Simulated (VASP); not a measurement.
# CsLiCr2Te2S3 (P4mm) in VASP: notebook, part 2 of 2

VASP 6.6.1.

### 4 Single point, r2SCAN, collinear spin, ferromagnetic start

This run uses another cell than the first one, of 26.98 Å³/atom, 1.037 times its volume.

INCAR

```
SYSTEM = CsLiCr2Te2S3
PREC = Accurate
ENCUT = 520
EDIFF = 1E-6
ISMEAR = 0
SIGMA = 0.1
LREAL = .False.
LASPH = .True.
NELM = 150
ALGO = Normal
ISIF = 2
LWAVE = .False.
LCHARG = .False.
ISPIN = 2
MAGMOM = 0 0 3 3 0 0 0 0 0
LORBIT = 11
LMAXMIX = 4
METAGGA = R2SCAN
LMIXTAU = .True.
NBANDS = 47
KPAR = 4
```

KPOINTS

```
regular mesh
0
Gamma
  6 6 4
  0 0 0
```

POSCAR

```
CsLiCr2Te2S3                            
1.0
    4.7374859806      0.0000000000      0.0000000000
    0.0000000000      4.7374859806     -0.0000000000
    0.0000000000      0.0000000000     10.8186457256
  Cs              Li              Cr              Te              S             
     1     1     2     2     3
Direct
     0.0000000000000000    0.0000000000000000    0.9655041070105752
     0.0000000000000000    1.0000000000000000    0.6417742923515272
     0.5000000000000000    0.5000000000000000    0.1763254327056491
     0.5000000000000000    0.5000000000000000    0.7618645346908525
     0.0000000000000000    0.5000000000000000    0.2940886128136155
     0.5000000000000000    0.0000000000000000    0.2940886128136155
     0.5000000000000000    0.5000000000000000    0.9715793546171281
     0.0000000000000000    0.5000000000000000    0.7073087264985194
     0.5000000000000000    0.0000000000000000    0.7073087264985194
```

Potentials or basis: VASP PAW PBE potentials, release 64 (Cs_sv, Li_sv, Cr_pv, Te, S).

Launch:

```bash
$ cat potpaw_PBE.64/Cs_sv/POTCAR potpaw_PBE.64/Li_sv/POTCAR potpaw_PBE.64/Cr_pv/POTCAR potpaw_PBE.64/Te/POTCAR potpaw_PBE.64/S/POTCAR > POTCAR
$ mpirun -np 4 vasp_std > vasp.out
```

OUTCAR:

```text
SYSTEM = CsLiCr2Te2S3
   PREC = Accurate
   ENCUT = 520
   EDIFF = 1E-6
   ISMEAR = 0
   LREAL = .False.
   LASPH = .True.
   NELM = 150
   ISIF = 2
   ISPIN = 2
   LORBIT = 11
   METAGGA = R2SCAN

 ion  position               nearest neighbor table
   1  0.000  0.000  0.966-
   2  0.000  0.000  0.642-   8 2.47   9 2.47   8 2.47   9 2.47
   3  0.500  0.500  0.176-   7 2.22   6 2.69   5 2.69   6 2.69   5 2.69
   4  0.500  0.500  0.762-   7 2.27   8 2.44   9 2.44   9 2.44   8 2.44
   5  0.000  0.500  0.294-   3 2.69   3 2.69   6 3.35   6 3.35   6 3.35   6 3.35
   6  0.500  0.000  0.294-   3 2.69   3 2.69   5 3.35   5 3.35   5 3.35   5 3.35
   7  0.500  0.500  0.972-   3 2.22   4 2.27
   8  0.000  0.500  0.707-   4 2.44   4 2.44   2 2.47   2 2.47
   9  0.500  0.000  0.707-   4 2.44   4 2.44   2 2.47   2 2.47

  LATTYP: Found a simple tetragonal cell.
 ALAT       =     4.7374859806
 C/A-ratio  =     2.2836259083

  Lattice vectors:

 A1 = (   4.7374859806,   0.0000000000,   0.0000000000)
 A2 = (   0.0000000000,   4.7374859806,   0.0000000000)
 A3 = (   0.0000000000,   0.0000000000,  10.8186457256)
[... 2538 lines left out ...]
  energy-cutoff  :      520.00
  volume of cell :      242.81
      direct lattice vectors                 reciprocal lattice vectors
     4.737485981  0.000000000  0.000000000     0.211082419  0.000000000  0.000000000
     0.000000000  4.737485981  0.000000000     0.000000000  0.211082419  0.000000000
     0.000000000  0.000000000 10.818645726     0.000000000  0.000000000  0.092433011

 POSITION                                       TOTAL-FORCE (eV/Angst)
 -----------------------------------------------------------------------------------
      0.00000      0.00000     10.44545         0.000000      0.000000     -0.010848
      0.00000      0.00000      6.94313         0.000000      0.000000      0.022775
      2.36874      2.36874      1.90760         0.000000     -0.000000      0.182378
      2.36874      2.36874      8.24234        -0.000000     -0.000000     -0.171250
      0.00000      2.36874      3.18164         0.000000      0.000000      0.039969
      2.36874      0.00000      3.18164         0.000000      0.000000      0.039969
      2.36874      2.36874     10.51117         0.000000      0.000000     -0.152527
      0.00000      2.36874      7.65212         0.000000      0.000000      0.024766
      2.36874      0.00000      7.65212         0.000000      0.000000      0.024766
 -----------------------------------------------------------------------------------
    total drift:                                0.000000      0.000000      0.024699

  FREE ENERGIE OF THE ION-ELECTRON SYSTEM (eV)
  ---------------------------------------------------
  free  energy   TOTEN  =      -138.7912827038 eV

  energy  without entropy=     -138.7708648000  energy(sigma->0) =     -138.78107375

 total charge

# of ion       s       p       d       tot
------------------------------------------
    1        1.855   4.719   0.053   6.628
    2        2.012   0.016   0.000   2.028
    3        0.402   6.235   4.152  10.788
    4        0.418   6.225   4.008  10.651
    5        1.406   1.937   0.038   3.380
    6        1.406   1.937   0.038   3.380
    7        1.324   2.459   0.000   3.784
    8        1.323   2.420   0.000   3.742
    9        1.323   2.420   0.000   3.742
--------------------------------------------------
tot         11.469  28.366   8.289  48.124

 magnetization (x)

# of ion       s       p       d       tot
------------------------------------------
    1        0.000  -0.003   0.003  -0.000
    2        0.002   0.001   0.000   0.003
    3        0.066   0.038   3.096   3.200
    4        0.079   0.025   2.964   3.067
    5       -0.003  -0.124   0.007  -0.120
    6       -0.003  -0.124   0.007  -0.120
    7       -0.005  -0.156   0.000  -0.162
    8       -0.003  -0.122   0.000  -0.125
    9       -0.003  -0.122   0.000  -0.125
--------------------------------------------------
tot          0.130  -0.588   6.076   5.618
```

Run time: 9.2 min. Hardware: 4 MPI ranks of AMD EPYC 9R45 (Zen 5), shared host; peak memory 0.8 GiB.

Results:

| Item | Value |
| --- | --- |
| Free energy | -138.7913 eV |
| Largest force | 0.182 eV/Å |
| Band gap on the k mesh | none (metal or under the smearing width) |
| Net moment | 5.87 μB per cell |
| Site moments | Cs -0.00; Li +0.00; Cr +3.20, +3.07; Te -0.12; S -0.16, -0.12 μB |
| Valence electrons inside the program's atomic spheres | Cs 6.63; Li 2.03; Cr 10.79, 10.65; Te 3.38; S 3.78, 3.74 |

Forces on the atoms (eV/Å):
```
Cs   0.000  0.000 -0.011
Li   0.000  0.000  0.023
Cr   0.000  0.000  0.182
Cr   0.000  0.000 -0.171
Te   0.000  0.000  0.040
Te   0.000  0.000  0.040
S    0.000  0.000 -0.153
S    0.000  0.000  0.025
S    0.000  0.000  0.025
```

Caveat: the cutoff is under 1.25 times the usual one of these potentials, so pressure, stress and relaxed cells hold a basis-set (Pulay) error; the PAW data sets were made with another functional, which shifts forces and pressure a little; only a ferromagnetic start was run, and an antiferromagnetic order may lie lower in energy. The run has no spin-orbit coupling, so splittings on Cs, Te are missing.

### 5 Relaxation of cell and atoms, PBE, collinear spin, ferromagnetic start

This run uses another cell than the first one, of 25.88 Å³/atom, 0.994 times its volume.

INCAR

```
PREC = Accurate ; ENCUT = 520
EDIFF = 1E-6 ; ISMEAR = 0
SIGMA = 0.1 ; LREAL = False
LASPH = True ; NELM = 120
ALGO = Normal ; ISIF = 3
LWAVE = False ; LCHARG = False
ISPIN = 2 ; MAGMOM = 0 0 3 3 0 0 0 0 0
LORBIT = 11 ; LMAXMIX = 4
GGA = PE ; IBRION = 2
NSW = 90 ; EDIFFG = -0.01
KPAR = 4
```

KPOINTS

```
regular mesh
0
Gamma
  8 6 4
```

POSCAR

```
CsLiCr2Te2S3
1.0
    4.2320000000      0.0000000000      0.0000000000
    0.0000000000      5.3280000000      0.0000000000
    0.0000000000      0.0000000000     10.3300000000
Cs Li Cr Te S
1 1 2 2 3
Direct
    0.0000000000      0.0000000000      0.0000000000
    0.0000000000      0.0000000000      0.5000000000
    0.5000000000      0.5000000000      0.7818973900
    0.5000000000      0.5000000000      0.2181026100
    0.5000000000      0.0000000000      0.6969022300
    0.5000000000      0.0000000000      0.3030977700
    0.5000000000      0.5000000000      0.0000000000
    0.0000000000      0.5000000000      0.7090029000
    0.0000000000      0.5000000000      0.2909971000
```

Launch:

```bash
$ cat potpaw_PBE.64/Cs_sv/POTCAR potpaw_PBE.64/Li_sv/POTCAR potpaw_PBE.64/Cr_pv/POTCAR potpaw_PBE.64/Te/POTCAR potpaw_PBE.64/S/POTCAR > POTCAR
$ mpirun -np 4 vasp_std > vasp.out
```

Wall time 20 min (4 MPI ranks of AMD EPYC 9R45 (Zen 5), shared host); peak memory 1.1 GiB.

The run converged, but some of its settings lie outside the range that counts as converged, so its numbers aren't taken as properties of the crystal.

What came out:

| Item | Value |
| --- | --- |
| Free energy | -44.7066 eV |
| Relaxed volume | 26.10 Å³/atom |
| Relaxed cell | a = 4.251 Å, b = 5.348 Å, c = 10.334 Å, α = 90.00°, β = 90.00°, γ = 90.00° |
| Space group after relaxing (to 0.05 Å) | Pmmm (No. 47) |
| Energy gained by relaxing | 0.9 meV/atom |
| Ionic steps | 12 |
| Largest force after relaxing | 0.009 eV/Å |
| Band gap on the k mesh | none (metal or under the smearing width) |
| Net moment | 4.32 μB per cell |
| Site moments | Cs -0.00; Li +0.00; Cr +2.67; Te -0.24; S -0.11, -0.22 μB |
| Valence electrons inside the program's atomic spheres | Cs 6.60; Li 2.05; Cr 10.69; Te 3.37; S 3.74, 3.69 |

Caveat: the cutoff is under 1.25 times the usual one of these potentials, so pressure, stress and relaxed cells hold a basis-set (Pulay) error; only a ferromagnetic start was run, and an antiferromagnetic order may lie lower in energy.
